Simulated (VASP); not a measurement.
Consider the following.

```
CELL_PARAMETERS angstrom
      0.00000     1.80386     1.80386
      1.80386     0.00000     1.80386
      1.80386     1.80386     0.00000
ATOMIC_POSITIONS crystal
  B  0.00000 0.00000 0.00000
  N  0.25000 0.25000 0.25000
```

These are PBEsol GGA, VASP's PBE PAW potentials (set 64) (plane waves; VASP 6.6.1) values and carry that method's errors. Run with 520 eV cut-off, 14×14×14 Γ-centred mesh, tetrahedra with Blöchl corrections, potentials B N.

Task: Tabulate the total density of states (states/eV per cell) against energy (eV; zero at the valence-band maximum or, without a gap, the Fermi level).

Result: 
| E (eV) | DOS (states/eV) |
|---|---|
| -9.96 | 0.23 |
| -9.48 | 0.31 |
| -9.00 | 0.43 |
| -8.64 | 0.76 |
| -8.16 | 0.75 |
| -7.68 | 0.30 |
| -7.20 | 0.45 |
| -6.84 | 0.56 |
| -6.36 | 0.53 |
| -5.88 | 0.61 |
| -5.40 | 0.66 |
| -5.04 | 0.86 |
| -4.56 | 0.89 |
| -4.08 | 0.86 |
| -3.60 | 0.85 |
| -3.12 | 0.84 |
| -2.76 | 0.81 |
| -2.28 | 0.82 |
| -1.80 | 0.57 |
| -1.32 | 0.39 |
| -0.96 | 0.29 |
| -0.48 | 0.19 |
| 0.00 | 0.00 |
| 0.48 | 0.00 |
| 0.84 | 0.00 |
| 1.32 | 0.00 |
| 1.80 | 0.00 |
| 2.28 | 0.00 |
| 2.76 | 0.00 |
| 3.12 | 0.00 |
| 3.60 | 0.00 |
| 4.08 | 0.00 |
| 4.56 | 0.02 |
| 4.92 | 0.06 |
| 5.40 | 0.09 |
| 5.88 | 0.13 |
| 6.36 | 0.17 |
| 6.72 | 0.21 |
| 7.20 | 0.27 |
| 7.68 | 0.34 |
Within 2 eV below the valence-band maximum the largest weight inside VASP's projection spheres is N p, then B p.

The structure was generated: BN was put into the zinc blende type (F-43m), which need not be its known phase. It was relaxed first.
